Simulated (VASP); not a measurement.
Input:

```
S3Sb2
1.0
    3.86604     0.00000     0.00000
   -1.93302     3.34809     0.00000
    0.00000     0.00000     9.45002
Sb S
2 3
Cartesian
  0.00000   2.23206   1.78791
  1.93302   1.11603   7.66210
  0.00000   0.00000   0.00000
  0.00000   2.23206   6.22326
  1.93302   1.11603   3.22676
```

The numbers are results of PBEsol GGA, VASP's PBE PAW potentials (set 64) (plane waves; VASP), not measurements. Settings: 400 eV cut-off, 7×7×3 Γ-centred mesh, tetrahedra with Blöchl corrections, potentials Sb S.

Question: Estimate the energy per atom (σ→0).

Answer: 
```yaml
energy per atom (σ→0): -4.698 eV/atom
```

The structure was generated: Sb2S3 was put into the A-La2O3 type (P-3m1), which need not be its known phase. It was relaxed first, which changed the volume by +13 %.
